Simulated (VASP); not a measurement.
A run of VASP 6.6.1:

File INCAR:

```
ALGO = Fast
EDIFF = 1E-6
ENCUT = 520
GGA = PE
ISIF = 2
ISMEAR = 0
LASPH = True
LCHARG = False
LREAL = False
LWAVE = False
NBANDS = 12
NELM = 100
PREC = Accurate
SIGMA = 0.15
```

KPOINTS

```
k-points
0
Gamma
  16 16 16
```

File POSCAR:

```
NaB
1.0
    0.0000000000      2.6033529300      2.7643850700
    2.6033529300      0.0000000000      2.7643850700
    2.6033529300      2.6033529300      0.0000000000
Na B
1 1
Direct
    0.0000000000      0.0000000000      0.0000000000
    0.5000000000      0.5000000000      0.5000000000
```

Potentials or basis: VASP PAW PBE potentials, release 64 (Na_pv, B).

Run with:

```sh
$ cat potpaw_PBE.64/Na_pv/POTCAR potpaw_PBE.64/B/POTCAR > POTCAR
$ mpirun -np 1 vasp_std > vasp.out
```

Hardware: 1 thread of Intel(R) Xeon(R) Platinum 8559C (Emerald Rapids), on a shared host.

Question: How long does it take, and how much memory?

Answer: Run time: 64 s on 1 thread of Intel(R) Xeon(R) Platinum 8559C (Emerald Rapids), with other jobs on the host, peak memory 0.25 GiB. Counts: scf iterations 11, k points 349.
